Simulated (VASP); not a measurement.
Wanted: the native input for a VASP 6.6.1 run.

```
Task                               : electrostatic potential
Functional                         : HSE06
Potentials or basis                : VASP PAW PBE potentials, release 64 (Al, O)
Cutoff                             : 520 eV
k mesh                             : 4 × 4 × 4
Occupations                        : gaussian, width 0.02 eV
Spin                               : no spin polarisation
Grid for exact exchange (PRECFOCK) : Fast
Screening parameter                : 0.2 1/A
Further INCAR settings             : ALGO = Normal; EDIFF = 1e-07
```

The system is Al2O3.

```
Al O
1.0
     2.37389    1.37057    4.31887
    -2.37389    1.37057    4.31887
     0.00000   -2.74113    4.31887
Al O
4 6
Direct
  0.35188 0.35188 0.35188
  0.14812 0.14812 0.14812
  0.64812 0.64812 0.64812
  0.85188 0.85188 0.85188
  0.55632 0.94368 0.25000
  0.25000 0.55632 0.94368
  0.94368 0.25000 0.55632
  0.44368 0.05632 0.75000
  0.75000 0.44368 0.05632
  0.05632 0.75000 0.44368
```

The cell was built by a generator and needn't be a form met in nature.

The input as run:

POSCAR

```
Al2O3                                   
1.0
    2.3738915604      1.3705669281      4.3188725138
   -2.3738915604      1.3705669281      4.3188725138
    0.0000000000     -2.7411338661      4.3188725138
  Al              O             
     4     6
Direct
     0.3518830290303517    0.3518830290303517    0.3518830290303580
     0.1481169709696483    0.1481169709696483    0.1481169709696420
     0.6481169709696483    0.6481169709696483    0.6481169709696420
     0.8518830290303517    0.8518830290303517    0.8518830290303580
     0.5563166680848404    0.9436833319151596    0.2500000000000000
     0.2499999999999993    0.5563166680848397    0.9436833319151591
     0.9436833319151603    0.2500000000000007    0.5563166680848409
     0.4436833319151596    0.0563166680848404    0.7500000000000000
     0.7500000000000007    0.4436833319151602    0.0563166680848409
     0.0563166680848398    0.7499999999999993    0.4436833319151591
```

INCAR.step1

```
SYSTEM = Al2O3
PREC = Accurate
ENCUT = 520
EDIFF = 1E-5
ISMEAR = 0
SIGMA = 0.02
LREAL = .FALSE.
LASPH = .TRUE.
NELM = 100
ALGO = Normal
ISIF = 2
LWAVE = .TRUE.
GGA = PE
```

INCAR.step2

```
SYSTEM = Al2O3
PREC = Accurate
ENCUT = 520
EDIFF = 1E-7
ISMEAR = 0
SIGMA = 0.02
LREAL = .FALSE.
LASPH = .TRUE.
NELM = 100
ALGO = Normal
ISIF = 2
LWAVE = .FALSE.
LCHARG = .TRUE.
GGA = PE
LHFCALC = .TRUE.
HFSCREEN = 0.2
PRECFOCK = Fast
LVHAR = .TRUE.
ISTART = 1
```

KPOINTS

```
regular mesh
0
G
  4 4 4
  0 0 0
```

Potentials or basis: VASP PAW PBE potentials, release 64 (Al, O).

Run with:

```console
$ cat potpaw_PBE.64/Al/POTCAR potpaw_PBE.64/O/POTCAR > POTCAR
$ cp INCAR.step1 INCAR
$ mpirun -np 1 vasp_std > vasp.out
$ cp INCAR.step2 INCAR
$ mpirun -np 1 vasp_std > vasp.out
```

Results of the run:

The pressure is 1.1 GPa, the largest force is 0.008 eV/Å and the band gap on the k mesh is 8.21 eV, direct.

Caveat: the PAW data sets were made with another functional, which shifts forces and pressure a little.

Run time: 57 min on 1 thread of AMD EPYC 9R45 96-Core Processor (Zen 5), on a shared host, peak memory 0.32 GiB.
